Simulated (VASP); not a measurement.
CuI (space group P-3m1): computed properties

Calculation: r2SCAN meta-GGA, VASP's PBE PAW potentials (set 64) (plane waves; VASP).

```yaml
space_group: P-3m1 (164)
cell: a = 4.1302 Å, b = 4.1302 Å, c = 7.4005 Å, α = 90.00°, β = 90.00°, γ = 120.00°
volume_per_atom: 27.33 Å^3/atom
band gap (over mesh and band path): 2.13 eV
smallest direct gap (over mesh and band path): 2.13 eV
band_edge_character: direct, Γ to Γ
density: 5.79 g/cm³
```

```cif
data_Cu2I2
_chemical_formula_sum 'Cu2 I2'
_space_group_name_H-M_alt 'P-3m1'
_space_group_IT_number 164
_space_group_name_Hall '-P 3 2"'
_cell_length_a 4.13017
_cell_length_b 4.13017
_cell_length_c 7.40048
_cell_angle_alpha 90.000
_cell_angle_beta 90.000
_cell_angle_gamma 120.000
loop_
_atom_site_label
_atom_site_type_symbol
_atom_site_symmetry_multiplicity
_atom_site_Wyckoff_symbol
_atom_site_fract_x
_atom_site_fract_y
_atom_site_fract_z
_atom_site_occupancy
Cu1 Cu 2 d 0.33333 0.66667 0.40754 1
I1 I 2 d 0.66667 0.33333 0.24336 1
```

Unless said otherwise, spin-orbit coupling is left out, though it shifts the bands of the heavy elements here.

The structure comes from a computed database's CuI entry (P-3m1); how it stands against other phases isn't given here. It was relaxed first. Symmetry was kept, so distortions that lower it aren't found.
